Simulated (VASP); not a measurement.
Data:

```xyz
2
Lattice="1.3501 0.7795 4.2384 -1.3501 0.7795 4.2384 0.0000 -1.5589 4.2384" Properties=species:S:1:pos:R:3 pbc="T T T"
Cu     0.0000     0.0000     0.0000
Pt     0.0000     0.0000     6.3577
```

Computed with PBEsol GGA, VASP's PBE PAW potentials (set 64) (plane waves; VASP 6.6.1). Run with 400 eV cut-off, Gaussian smearing of 0.050 eV, potentials Cu Pt.

Question: Give the energies of bands 1 to 12 at the high-symmetry points, in eV from the Fermi level.

Answer: 
```
band      Γ      T     H2      L     S0      F
----  -----  -----  -----  -----  -----  -----
1     -9.91  -8.61  -5.32  -6.74  -5.20  -7.00
2     -6.40  -6.55  -4.64  -5.37  -4.60  -6.18
3     -3.80  -3.93  -4.48  -3.83  -4.47  -4.82
4     -3.80  -3.56  -4.26  -3.47  -4.29  -3.23
5     -2.83  -3.56  -3.79  -3.30  -3.91  -2.71
6     -2.83  -2.83  -2.68  -2.68  -2.68  -1.42
7     -2.67  -2.45  -1.93  -2.15  -1.98  -1.09
8     -1.78  -2.45  -1.83  -1.95  -1.74  -0.75
9     -1.78  -1.93  -1.22  -1.41  -1.27  -0.48
10    -0.35  -1.93  -0.56   0.52  -0.64  -0.17
11    -0.35  -1.05   3.79   0.97   3.90   0.55
12    -0.25  -1.05   4.35   3.46   4.13   1.78
```

It has no gap at this level: it comes out as a metal or semimetal.

The structure was generated: CuPt was put into the CuPt type (R-3m), which need not be its known phase. It was relaxed first. The electron count is odd and the run is not spin-polarised, which forces a metal.
